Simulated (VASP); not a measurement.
Given:

```
CELL_PARAMETERS angstrom
      0.00000     2.21722     2.21722
      2.21722     0.00000     2.21722
      2.21722     2.21722     0.00000
ATOMIC_POSITIONS crystal
  B  0.00000 0.00000 0.00000
  P  0.25000 0.25000 0.25000
```

These are r2SCAN+rVV10, VASP's PBE PAW potentials (set 64) (plane waves; VASP 6.6.1) values and carry that method's errors. Run with 520 eV cut-off, 10×10×10 Γ-centred mesh, Gaussian smearing of 0.050 eV, potentials B P.

### Question
Give the stress tensor in GPa (positive for a compressed cell).

### Answer

```
11.96   0.00   0.00
 0.00  11.96   0.00
 0.00   0.00  11.96
```
The pressure is its mean diagonal, 11.96 GPa.

The compound is BP in the zinc blende structure. This cell is one point of a volume scan, at 0.94 of the reference volume.
